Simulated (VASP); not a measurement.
A convergence study with VASP on BN (hex): one setting is varied, all else stays as given below, so the limit is that of these other settings.

```
CELL_PARAMETERS angstrom
      1.25200    -2.16853     0.00000
      1.25200     2.16853     0.00000
      0.00000     0.00000     6.66000
ATOMIC_POSITIONS crystal
  B  0.33333 0.66667 0.25000
  B  0.66667 0.33333 0.75000
  N  0.66667 0.33333 0.25000
  N  0.33333 0.66667 0.75000
```

Calculation: PBE GGA, VASP's PBE PAW potentials (set 64) (plane waves; VASP). The tightest run used: 700 eV cut-off, 15×15×5 Monkhorst-Pack mesh, Gaussian smearing of 0.050 eV, potentials B N.

```json
[
 {"setting": "1×1×1 mesh", "E (eV/atom)": "-5.6802", "pressure (GPa)": "25.40", "irreducible k-points": "1"},
 {"setting": "2×2×1 mesh", "E (eV/atom)": "-8.9991", "pressure (GPa)": "1.24", "irreducible k-points": "2"},
 {"setting": "3×3×1 mesh", "E (eV/atom)": "-8.7201", "pressure (GPa)": "3.80", "irreducible k-points": "3"},
 {"setting": "4×4×1 mesh", "E (eV/atom)": "-8.7724", "pressure (GPa)": "4.10", "irreducible k-points": "6"}
]
```

Question: These are the cheaper rows. Estimate the results at 15×15×5 mesh, and how far the last row shown lies from them.

Answer: 
```csv
quantity,tightest run,last row shown is off by
E (eV/atom),-8.7926,0.0202
pressure (GPa),3.26,0.85
```

Left out are rungs that failed or repeat a setting and relaxations that didn't move; long series are thinned to 24 rows.

The compound is BN in the hex structure. The cell was not relaxed at this level.
